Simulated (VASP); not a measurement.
Level of theory: LDA (Ceperley-Alder, Perdew-Zunger), VASP's LDA PAW potentials (set 64) (plane waves; VASP).

A VASP calculation is set up with these files.

**KPOINTS**
```
Automatic mesh
0
gamma
  10 10 4
0 0 0
```

### POSCAR
```
BN
1
    1.2453450389    -2.1570012629     0.0000000000
    1.2453450389     2.1570012629     0.0000000000
    0.0000000000     0.0000000000     6.4613566291
B N
2 2
Direct
  0.3333330000   0.6666670000   0.2500000000
  0.6666670000   0.3333330000   0.7500000000
  0.6666670000   0.3333330000   0.2500000000
  0.3333330000   0.6666670000   0.7500000000
```

**INCAR**
```
SYSTEM = BN
PREC = Accurate
ENCUT = 620
EDIFF = 1E-6
NELM = 100
ALGO = Normal
LREAL = .FALSE.
LASPH = .TRUE.
ISMEAR = 0
SIGMA = 0.05
LWAVE = .FALSE.
LCHARG = .FALSE.
IBRION = 2
ISIF = 3
NSW = 40
EDIFFG = -0.02
PSTRESS = 50
```

POTCAR, in this order: B N (LDA.64 set). Program: vasp_std.

Energy and stress use the plane-wave basis of the starting cell.

Q: Predict the energy per atom (σ→0), volume per atom.

A: 
```json
{
 "energy per atom (σ→0)": "-929.8 kJ/mol-atom",
 "volume_per_atom": "7.82 Å^3/atom"
}
```

OSZICAR:
```
...
       N       E                     dE             d eps       ncg     rms          rms(c)
DAV:   1    -0.385475713911E+02    0.32374E-02   -0.60923E-02  1092   0.284E+00    0.330E-01
DAV:   2    -0.385455446670E+02    0.20267E-02   -0.54868E-03  1180   0.707E-01    0.959E-02
DAV:   3    -0.385454476029E+02    0.97064E-04   -0.38782E-04  1152   0.171E-01    0.335E-02
DAV:   4    -0.385454218363E+02    0.25767E-04   -0.21745E-05  1216   0.434E-02    0.170E-02
DAV:   5    -0.385454164896E+02    0.53467E-05   -0.63941E-06  1120   0.222E-02    0.744E-03
DAV:   6    -0.385454163446E+02    0.14502E-06   -0.50818E-07   536   0.687E-03
  10 F= -.37568894E+02 E0= -.37568894E+02  d E =-.146775E-03
```

The compound is BN in the hex structure. This run relaxes it under an external pressure of 5 GPa. Symmetry was kept, so distortions that lower it aren't found.
